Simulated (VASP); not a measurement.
All values below come from PBE GGA, VASP's PBE PAW potentials (set 64) (plane waves; VASP).

VASP ran on this input.

### INCAR
```
ALGO = Normal
EDIFF = 1E-7
EDIFFG = -0.01
ENCUT = 600
GGA = PE
IBRION = 2
ISIF = 3
ISMEAR = 1
LASPH = .TRUE.
LCHARG = .FALSE.
LMAXMIX = 4
LREAL = .FALSE.
LWAVE = .FALSE.
NELM = 100
NSW = 40
PREC = Accurate
PSTRESS = 150
SIGMA = 0.1
SYSTEM = TiC
```

File POSCAR:
```
TiC
1
   -0.0000000000     2.1281566423     2.1281566423
    2.1281566423    -0.0000000000     2.1281566423
    2.1281566423     2.1281566423     0.0000000000
Ti C
1 1
Direct
  0.0000000000   0.0000000000   1.0000000000
  0.5000000000   0.5000000000   0.5000000000
```

**KPOINTS**
```
Automatic mesh
0
Gamma
14 14 14
0 0 0
```

POTCAR, in this order: Ti_sv C (PBE.64 set). Program: vasp_std.

Output

File OSZICAR:
```
       N       E                     dE             d eps       ncg     rms          rms(c)
DAV:   1     0.130746706446E+03    0.13075E+03   -0.94060E+03  2504   0.179E+03
DAV:   2    -0.130281383904E+02   -0.14377E+03   -0.13651E+03  2588   0.408E+02
DAV:   3    -0.235828308543E+02   -0.10555E+02   -0.10108E+02  3272   0.103E+02
DAV:   4    -0.241130237773E+02   -0.53019E+00   -0.52945E+00  3240   0.217E+01
DAV:   5    -0.241279848804E+02   -0.14961E-01   -0.14960E-01  3344   0.332E+00    0.199E+01
DAV:   6    -0.191820308202E+02    0.49460E+01   -0.29813E+01  2960   0.710E+01    0.682E+00
DAV:   7    -0.186800162552E+02    0.50201E+00   -0.39570E+00  2868   0.267E+01    0.534E+00
DAV:   8    -0.186544699785E+02    0.25546E-01   -0.16667E-01  2660   0.589E+00    0.250E+00
DAV:   9    -0.186642171228E+02   -0.97471E-02   -0.79990E-02  2956   0.328E+00    0.836E-01
DAV:  10    -0.186611243866E+02    0.30927E-02   -0.15303E-02  3224   0.189E+00    0.422E-01
DAV:  11    -0.186606221256E+02    0.50226E-03   -0.34332E-03  2848   0.822E-01    0.805E-02
DAV:  12    -0.186605720474E+02    0.50078E-04   -0.32433E-04  2712   0.298E-01    0.241E-02
DAV:  13    -0.186605562914E+02    0.15756E-04   -0.34224E-05  3524   0.927E-02    0.531E-03
DAV:  14    -0.186605558862E+02    0.40516E-06   -0.10316E-06  2848   0.121E-02    0.142E-03
DAV:  15    -0.186605560390E+02   -0.15280E-06   -0.30077E-07  2620   0.382E-03    0.713E-04
DAV:  16    -0.186605559533E+02    0.85726E-07   -0.91789E-09  1364   0.102E-03
   1 F= -.16855788E+02 E0= -.16855811E+02  d E =-.168558E+02
```

**OUTCAR**
```
------------------------ aborting loop because EDIFF is reached ----------------------------------------
  FORCE on cell =-STRESS in cart. coord.  units (eV):
  Direction    XX          YY          ZZ          XY          YZ          ZX
  --------------------------------------------------------------------------------------
  Total        1.8036005      1.8036005      1.8036005      0.0000000     -0.0000000      0.0000000
  in kB      149.9029442    149.9029442    149.9029442      0.0000000     -0.0000000      0.0000000
  external PRESSURE =      -0.0970558 kB  Pullay stress =     150.0000000 kB
  volume of cell :       19.28
      direct lattice vectors                 reciprocal lattice vectors
     0.000000000  2.128156642  2.128156642    -0.234945112  0.234945112  0.234945112
     2.128156642  0.000000000  2.128156642     0.234945112 -0.234945112  0.234945112
     2.128156642  2.128156642  0.000000000     0.234945112  0.234945112 -0.234945112
 POSITION                                       TOTAL-FORCE (eV/Angst)
 -----------------------------------------------------------------------------------
      0.00000      0.00000      0.00000         0.000000      0.000000      0.000000
      2.12816      2.12816      2.12816        -0.000000     -0.000000     -0.000000
 -----------------------------------------------------------------------------------
    total drift:                                0.000000     -0.000000     -0.000000
  FREE ENERGIE OF THE ION-ELECTRON SYSTEM (eV)
  ---------------------------------------------------
  free  energy   TOTEN  =       -18.6605559533 eV

  energy  without entropy=      -18.6606250911  energy(sigma->0) =      -18.66057900
  enthalpy is  TOTEN    =       -16.8557876912 eV   P V=        1.8047682621

 reached required accuracy - stopping structural energy minimisation
```
(Selected blocks of OUTCAR.)

OUTCAR:
```
 val. band max:       10.0433431267   @ k =   0.3571   0.2857   0.0000

 cond. band min:      10.0527122536   @ k =   0.5000   0.5000   0.0000


 Fermi energy:        10.0510746126

 k-point     1 :       0.0000    0.0000    0.0000
  band No.  band energies     occupation
      1     -46.3959      2.00000
      2     -22.3898      2.00000
      3     -22.3898      2.00000
      4     -22.3898      2.00000
      5      -2.5993      2.00000
      6      10.7521     -0.00000
      7      10.7521     -0.00000
      8      10.7521     -0.00000
      9      11.7876     -0.00000
     10      11.7876     -0.00000
     11      11.7876     -0.00000
     12      11.8674     -0.00000

 k-point     2 :       0.0714    0.0000    0.0000
  band No.  band energies     occupation
      1     -46.3914      2.00000
      2     -22.4210      2.00000
      3     -22.3926      2.00000
      4     -22.3926      2.00000
      5      -2.4759      2.00000
      6      10.1696     -0.07042
      7      10.4386     -0.00000
      8      10.4386     -0.00000
      9      11.0972     -0.00000
     10      11.0972     -0.00000
     11      12.1050      0.00000
     12      13.0529      0.00000

 k-point     3 :       0.1429    0.0000    0.0000
  band No.  band energies     occupation
      1     -46.3787      2.00000
      2     -22.5074      2.00000
      3     -22.4005      2.00000
      4     -22.4005      2.00000
      5      -2.1165      2.00000
      6       9.0782      2.00000
      7       9.4901      2.00000
      8       9.4901      2.00000
      9      11.2760     -0.00000
     10      11.2760     -0.00000
     11      12.5073      0.00000
     12      14.3465      0.00000

 k-point     4 :       0.2143    0.0000    0.0000
  band No.  band energies     occupation
      1     -46.3603      2.00000
      2     -22.6303      2.00000
      3     -22.4119      2.00000
      4     -22.4119      2.00000
      5      -1.5511      2.00000
      6       7.8383      2.00000
...
```

The compound is TiC in the rock salt structure. It was relaxed first under an external pressure of 15 GPa.
